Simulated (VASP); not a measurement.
Energy against volume of Os (hcp). Computed with PW91 GGA, VASP's PBE PAW potentials (set 64) (plane waves; VASP 6.6.1). Run with 520 eV cut-off, 15×15×9 Γ-centred mesh, first-order Methfessel-Paxton smearing of 0.10 eV, potentials Os.

Shape and ions are relaxed at each volume.

| V (Å³/atom) | E (eV/atom) |
|---|---|
| 13.552 | -11.10704 |
| 13.984 | -11.16278 |
| 14.417 | -11.17992 |
| 14.849 | -11.16476 |

Task: Fit these four points and predict the energy of the run at 15.282 Å³/atom.

Result: A cubic in V^(−2/3), the third-order Birch-Murnaghan form, passes through the four points with V0 = 14.42 Å³/atom and B0 = 398 GPa, and gives -11.1226 eV/atom there. The run gave -11.1226 eV/atom, +0.0 meV/atom from the fit; all five points give B0 = 398 GPa.

The compound is Os in the hcp structure. It was relaxed first.
